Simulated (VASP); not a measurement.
Given:

```
CSi62
1.0
   10.93707     0.00000     0.00000
    0.00000    10.93707     0.00000
    0.00000     0.00000    10.93707
Si C
62 1
Direct
  0.50000   0.00000   0.00000
  0.62500   0.12500   0.12500
  0.75000   0.25000   0.00000
  0.87500   0.37500   0.12500
  0.75000   0.00000   0.25000
  0.87500   0.12500   0.37500
  0.00000   0.00000   0.00000
  0.12500   0.12500   0.12500
  0.25000   0.25000   0.00000
  0.37500   0.37500   0.12500
  0.50000   0.50000   0.00000
  0.62500   0.62500   0.12500
  0.75000   0.75000   0.00000
  0.87500   0.87500   0.12500
  0.25000   0.00000   0.25000
  0.37500   0.12500   0.37500
  0.49906   0.25249   0.25244
  0.74801   0.49714   0.24974
  0.87500   0.62500   0.37500
  0.50000   0.00000   0.50000
  0.62500   0.12500   0.62500
  0.74706   0.25109   0.49978
  0.87500   0.37500   0.62500
  0.75000   0.00000   0.75000
  0.87500   0.12500   0.87500
  0.00000   0.50000   0.00000
  0.12500   0.62500   0.12500
  0.25000   0.75000   0.00000
  0.37500   0.87500   0.12500
  0.00000   0.25000   0.25000
  0.12500   0.37500   0.37500
  0.25000   0.50000   0.25000
  0.37500   0.62500   0.37500
  0.50000   0.75000   0.25000
  0.62500   0.87500   0.37500
  0.00000   0.00000   0.50000
  0.12500   0.12500   0.62500
  0.25000   0.25000   0.50000
  0.37500   0.37500   0.62500
  0.62500   0.62500   0.62500
  0.75000   0.75000   0.50000
  0.87500   0.87500   0.62500
  0.25000   0.00000   0.75000
  0.37500   0.12500   0.87500
  0.50000   0.25000   0.75000
  0.62500   0.37500   0.87500
  0.75000   0.50000   0.75000
  0.87500   0.62500   0.87500
  0.00000   0.75000   0.25000
  0.12500   0.87500   0.37500
  0.00000   0.50000   0.50000
  0.12500   0.62500   0.62500
  0.25000   0.75000   0.50000
  0.37500   0.87500   0.62500
  0.00000   0.25000   0.75000
  0.12500   0.37500   0.87500
  0.25000   0.50000   0.75000
  0.37500   0.62500   0.87500
  0.50000   0.75000   0.75000
  0.62500   0.87500   0.87500
  0.00000   0.75000   0.75000
  0.12500   0.87500   0.87500
  0.50292   0.49552   0.50046
```

The numbers are results of PBE GGA, VASP's PBE PAW potentials (set 64) (plane waves; VASP 6.6.1), not measurements. Run with PREC = Normal, LREAL = Auto, ISYM = 0, EDIFF = 1E-5, 400 eV cut-off, 1×1×1 Γ-centred mesh, Gaussian smearing of 0.050 eV, potentials Si C.

The supercell is sampled at Γ alone, which is coarse: total energies, pressure and levels can be off, energies of defects by several tenths of an eV.

Problem. The ions are relaxed. Give the cell that the relaxation ends in.

Solution. 
```
CSi62
1.0
   10.93707     0.00000     0.00000
    0.00000    10.93707     0.00000
    0.00000     0.00000    10.93707
Si C
62 1
Direct
  0.49905   0.99978   0.99980
  0.62953   0.12321   0.12328
  0.75166   0.24823   0.99521
  0.87670   0.37029   0.12327
  0.75165   0.99512   0.24833
  0.87676   0.12314   0.37040
  0.00028   0.99956   0.99969
  0.12899   0.12347   0.12358
  0.25334   0.24919   0.99962
  0.37930   0.37592   0.12972
  0.49978   0.49999   0.00025
  0.62395   0.62061   0.12958
  0.75072   0.74657   0.99958
  0.87642   0.87088   0.12359
  0.25335   0.99949   0.24928
  0.37934   0.12961   0.37593
  0.50840   0.24760   0.24762
  0.75245   0.49172   0.24744
  0.87029   0.62059   0.37599
  0.49979   0.00017   0.50009
  0.62396   0.12943   0.62072
  0.75259   0.24725   0.49195
  0.87033   0.37591   0.62077
  0.75075   0.99945   0.74669
  0.87642   0.12345   0.87096
  0.00016   0.50082   0.99982
  0.12965   0.62187   0.12931
  0.25013   0.74976   0.00188
  0.37803   0.87025   0.12927
  0.00476   0.24824   0.24832
  0.12585   0.37502   0.37516
  0.25869   0.50001   0.25980
  0.38644   0.61345   0.40262
  0.49988   0.74120   0.25975
  0.62486   0.87403   0.37512
  0.00020   0.99977   0.50098
  0.12969   0.12927   0.62199
  0.25873   0.25970   0.50012
  0.38642   0.40251   0.61354
  0.59734   0.61346   0.61353
  0.74022   0.74122   0.50013
  0.87070   0.87025   0.62200
  0.25005   0.00182   0.74990
  0.37798   0.12927   0.87032
  0.49983   0.25967   0.74127
  0.62478   0.37505   0.87412
  0.74017   0.50006   0.74132
  0.87066   0.62190   0.87034
  0.00042   0.74655   0.24929
  0.12481   0.87512   0.37526
  0.99969   0.49998   0.50013
  0.12425   0.62646   0.62652
  0.25040   0.74952   0.50123
  0.37341   0.87567   0.62656
  0.00045   0.24915   0.74671
  0.12481   0.37514   0.87521
  0.25035   0.50111   0.74963
  0.37344   0.62645   0.87570
  0.49875   0.74954   0.74960
  0.62475   0.87510   0.87518
  0.99810   0.74978   0.74987
  0.12456   0.87525   0.87543
  0.46286   0.53715   0.53713
```

Problem. How much energy does the relaxation gain?

Solution. The energy (σ→0) changes by -44.4 meV/atom, in 22 ionic steps.

The cell is a supercell with a defect, built from Si (diamond): C_Si-vac_Si. The run is not spin-polarised, so no state with unpaired spins was tried.
